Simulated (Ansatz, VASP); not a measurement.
NaMg3O4 in VASP and in Ansatz

Contents of INCAR:

```
  PREC = Accurate
  ENCUT = 520
  EDIFF = 1E-7
  ISMEAR = -5
  SIGMA = 0.05
  LREAL = False
  LASPH = True
  NELM = 80
  ALGO = Normal
  ISIF = 2
  LWAVE = False
  LCHARG = False
  GGA = PE
  IVDW = 12
  NBANDS = 28
```

KPOINTS

```
Automatic mesh
0
Gamma
  6 6 6
```

POSCAR

```
NaMg3O4
1.0
    4.3245329464      0.0000000000      0.0000000000
    0.0000000000      4.3245329464      0.0000000000
    0.0000000000      0.0000000000      4.3245329464
Mg Na O
3 1 4
Direct
    0.5000000000      0.5000000000      0.0000000000
    0.0000000000      0.5000000000      0.5000000000
    0.5000000000      0.0000000000      0.5000000000
    0.0000000000      0.0000000000      0.0000000000
    0.0000000000      0.5000000000      0.0000000000
    0.5000000000      0.0000000000      0.0000000000
    0.0000000000      0.0000000000      0.5000000000
    0.5000000000      0.5000000000      0.5000000000
```

The input input.yaml:

```yaml
crystal:
  lattice:
    - [4.3245329464, 0.0, 0.0]
    - [0.0, 4.3245329464, 0.0]
    - [0.0, 0.0, 4.3245329464]
  atoms:
    - { symbol: Mg, position: [0.5, 0.5, 0.0] }
    - { symbol: Mg, position: [0.0, 0.5, 0.5] }
    - { symbol: Mg, position: [0.5, 0.0, 0.5] }
    - { symbol: Na, position: [0.0, 0.0, 0.0] }
    - { symbol: O, position: [0.0, 0.5, 0.0] }
    - { symbol: O, position: [0.5, 0.0, 0.0] }
    - { symbol: O, position: [0.0, 0.0, 0.5] }
    - { symbol: O, position: [0.5, 0.5, 0.5] }
hamiltonian:
  xc: pbe
  pseudopotentials: { kind: paw }
  dispersion: d3bj
kpoints:
  mp_grid: { grid: [6, 6, 6] }
scf:
  occupations: { method: tetrahedron }
output:
  forces: true
  stress: true
```

The cell comes from a database or a generator and needn't be the stable form of this composition.

Alike in both runs: task single point; functional PBE; dispersion D3(BJ); k mesh 6 × 6 × 6; occupations tetrahedron; no spin polarisation.

```csv
,VASP,Ansatz
version,VASP 6.6.1,Ansatz 0.2.0
potentials or method,"VASP PAW PBE potentials, release 64 (Mg, Na_pv, O)",Ansatz PAW
plane-wave cutoff (eV),520,420
valence electrons in the cell,37,63
```

Ansatz gave:

- gap on the k mesh at the Fermi level (eV): none
- pressure (GPa): -2.8
- dispersion energy (meV/atom): -260.9

Problem. Estimate VASP's values.

Solution. gap on the k mesh at the Fermi level (eV): none; pressure (GPa): -3.2; dispersion energy (meV/atom): -260.9.

A gap of «none» marks a metal or a gap that the smearing closes. The two sets of potentials don't hold the same shells in valence.

Caveats: an odd number of electrons without spin polarisation forces a metal; a magnetic or distorted state may lie lower; pairwise dispersion overbinds metals, which lowers pressure and volume; tetrahedron occupations give inexact forces and stress in metals (VASP); the pressure holds a Pulay correction of +0.6 GPa for the finite cutoff (Ansatz); with tetrahedron occupations forces and stress needn't match the slope of the energy (Ansatz).
